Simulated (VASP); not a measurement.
# MgGa23N24 (a cell with a defect) in VASP: notebook, part 2 of 2

VASP 6.6.1. Earlier steps stand in the parts before.

## Step 3: Single point, HSE06

Input file POSCAR:

```
MgGa23N24                               
1.0
   -3.2177240000     -5.5732640000      5.2440550000
    6.4354500000      0.0000000000      5.2440550000
   -3.2177260000      5.5732640000      5.2440550000
  Mg              Ga              N             
     1    23    24
Direct
     0.8325344052295656    0.4985053810843501    0.6654753650813606
     0.6647844394312785    0.3333962946874824    0.9983610267897944
     0.9978153742978477    0.6670785156117758    0.3333183575123164
     0.6673054353720030    0.8313882804437879    0.4977867377941589
     0.0008312704673387    0.1661548215270906    0.8309015165774832
     0.1654541102999321    0.3307673233648998    0.5004837451584299
     0.5002376575750347    0.6637204164559040    0.8340208229331891
     0.8331056217427678    0.9996475848678746    0.1657541483651555
     0.3327432339876061    0.4990724719502700    0.1667145410834670
     0.3335690950761666    0.9986556528642623    0.6660396131949465
     0.1662640548690638    0.8322617016537984    0.9992907712089100
     0.5010533423637427    0.1669985935309438    0.3338503087086465
     0.6678815622502385    0.5016511224401851    0.3325850902927866
     0.4995780020862233    0.3339903643757240    0.6684138320733545
     0.8355183864517589    0.6663071646125708    0.9985899581376990
     0.4998960977254270    0.8329233127771584    0.1664103608877523
     0.8353074386628896    0.1656897458459933    0.5012032889982189
     0.9992760258345065    0.3330884945250018    0.1660870650492700
     0.3325814983251794    0.6655249374237966    0.5000655119353353
     0.6665858443945577    0.9988874441255714    0.8326287911084728
     0.1654972736751590    0.5014547410356477    0.8332842740963727
     0.1666964112517705    0.9995511529831445    0.3330994601525186
     0.9999644487250979    0.8317140852112166    0.6686310322420503
     0.3330773032464743    0.1662191685510205    0.9998064854882419
     0.6263613078801651    0.2925561890044786    0.4593372926177455
     0.4584110030369316    0.1239297042670764    0.7919645728884567
     0.7917116014294512    0.4577807464414665    0.1241592786596833
     0.4576818160889501    0.6250613101710463    0.2917978421162046
     0.7913563354948244    0.9571655900289588    0.6250338483036751
     0.9587428324382689    0.1247808114377328    0.2910136165395536
     0.2910647461706715    0.4578775809696788    0.6247414304819623
     0.6257071195092178    0.7916023190988838    0.9591983769414220
     0.1257695611230268    0.2918614755471797    0.9587686364538262
     0.1253971485637372    0.7922720022860135    0.4589157644685818
     0.9633302185986453    0.6294003984745355    0.7963977748446359
     0.2920704226057202    0.9583350997128842    0.1252379876815615
     0.7904656102074912    0.6304451512895730    0.4496613469848569
     0.6167677469585586    0.4564183804061147    0.7972927586435791
     0.9597124180238874    0.7935781788855856    0.1253522764323451
     0.6248166959600767    0.9602065876339715    0.2908333319263354
     0.9644054940870267    0.2826524455539396    0.6235630658497275
     0.1249562424369154    0.4583675800594091    0.2920737483446116
     0.4588550507880650    0.7909016039788962    0.6253180196987191
     0.7921532289864220    0.1248941103262719    0.9579817187615812
     0.2922415303726263    0.6256463048435367    0.9605931563118649
     0.2942995232136845    0.1239043645525164    0.4577272504636138
     0.1275010897070161    0.9582587238925794    0.7926967946648630
     0.4578214729769924    0.2907817991882009    0.1271434550506594
```

Input file INCAR.step1:

```
SYSTEM = MgGa23N24
ALGO = Normal
EDIFF = 1E-5
ENCUT = 400
GGA = PE
ICORELEVEL = 1
ISIF = 2
ISMEAR = 0
LASPH = .True.
LCHARG = .False.
LREAL = Auto
LUSENCCL = .False.
LWAVE = .True.
NELECT = 422.0
NELM = 80
PREC = Normal
SIGMA = 0.01
```

Input file INCAR.step2:

```
SYSTEM = MgGa23N24
ALGO = Normal
EDIFF = 1E-6
ENCUT = 400
GGA = PE
HFSCREEN = 0.2
ICORELEVEL = 1
ISIF = 2
ISMEAR = 0
ISTART = 1
LASPH = .True.
LCHARG = .False.
LHFCALC = .True.
LREAL = Auto
LUSENCCL = .False.
LWAVE = .False.
NELECT = 422.0
NELM = 80
PREC = Normal
PRECFOCK = Fast
SIGMA = 0.01
```

Input file KPOINTS:

```
k-points
0
Gamma
  1 1 1
  0 0 0
```

Potentials or basis: VASP PAW PBE potentials, release 64 (Mg, Ga_d, N).

On the command line:

```
cat potpaw_PBE.64/Mg/POTCAR potpaw_PBE.64/Ga_d/POTCAR potpaw_PBE.64/N/POTCAR > POTCAR
cp INCAR.step1 INCAR
mpirun -np 1 vasp_gam > vasp.out
cp INCAR.step2 INCAR
mpirun -np 1 vasp_gam > vasp.out
```

Wall time 18 min (1 × NVIDIA H100 80GB with 1 thread of AMD EPYC 7R13 (Zen 3), shared host); peak memory 1.3 GiB.

Results (log left out):

```yaml
Free_energy: -347.7950 eV
Largest_force: 0.210 eV/Å
Band_gap_on_the_k_mesh: 3.11 eV, direct
```

Forces in eV/Å, atoms in the order of the input:
```
Mg  -0.001 -0.002 -0.025
Ga   0.020  0.001  0.010
Ga   0.020  0.028 -0.010
Ga  -0.016 -0.016  0.011
Ga   0.020 -0.036 -0.001
Ga  -0.008  0.022  0.003
Ga  -0.033 -0.001 -0.009
Ga   0.002 -0.006  0.004
Ga   0.017  0.011  0.002
Ga  -0.005  0.010  0.009
Ga  -0.002 -0.001 -0.006
Ga  -0.001  0.004 -0.002
Ga  -0.006  0.001  0.034
Ga  -0.001  0.003  0.036
Ga  -0.002 -0.015 -0.006
Ga  -0.005 -0.006  0.013
Ga   0.002 -0.006  0.026
Ga   0.001 -0.006  0.006
Ga   0.000 -0.003  0.014
Ga  -0.005 -0.017  0.012
Ga   0.026  0.012 -0.001
Ga  -0.013 -0.002  0.009
Ga  -0.029  0.008 -0.007
Ga  -0.006  0.005  0.015
N   -0.030  0.013 -0.022
N   -0.001 -0.018 -0.007
N    0.017  0.011  0.013
N    0.005 -0.037 -0.009
N    0.029  0.005  0.021
N   -0.015 -0.030 -0.006
N    0.016  0.009  0.014
N   -0.008  0.016  0.006
N   -0.040  0.010  0.014
N   -0.027 -0.011  0.014
N    0.021 -0.013  0.133
N    0.017  0.013  0.001
N    0.169 -0.080 -0.038
N    0.044  0.199 -0.053
N   -0.029 -0.007 -0.033
N    0.021 -0.006 -0.018
N   -0.152 -0.089 -0.045
N    0.013 -0.038 -0.022
N    0.000 -0.001 -0.012
N   -0.022  0.041 -0.013
N    0.001  0.010 -0.028
N   -0.008  0.031 -0.020
N    0.027 -0.012 -0.021
N   -0.022 -0.003 -0.006
```

Levels at points of the mesh, in eV from the valence-band top:
| k point | band 207 | band 208 | band 209 | band 210 | band 211 | band 212 | band 213 | band 214 | band 215 | band 216 |
| --- | --- | --- | --- | --- | --- | --- | --- | --- | --- | --- |
| (0.00, 0.00, 0.00) | -0.83 | -0.79 | -0.03 | 0.00 | 0.00 | 3.11 | 5.59 | 6.26 | 6.26 | 6.32 |

Core levels (eV, on the scale of the bands):
| atom | levels |
| --- | --- |
| 1 Mg | 1s -1247.0, 2s -67.7, 2p -34.4 |
| 2 Ga | 1s -10216.3, 2s -1249.7, 2p -1086.2, 3s -136.5, 3p -87.3 |
| 3 Ga | 1s -10216.3, 2s -1249.7, 2p -1086.2, 3s -136.5, 3p -87.3 |
| 4 Ga | 1s -10216.3, 2s -1249.7, 2p -1086.2, 3s -136.5, 3p -87.3 |
| 5 Ga | 1s -10216.3, 2s -1249.7, 2p -1086.2, 3s -136.5, 3p -87.3 |
| 6 Ga | 1s -10216.3, 2s -1249.7, 2p -1086.2, 3s -136.5, 3p -87.3 |

Caveat: the cell is charged against a uniform background, so pressure and absolute levels hang on convention; the PAW data sets were made with another functional, which shifts forces and pressure a little.
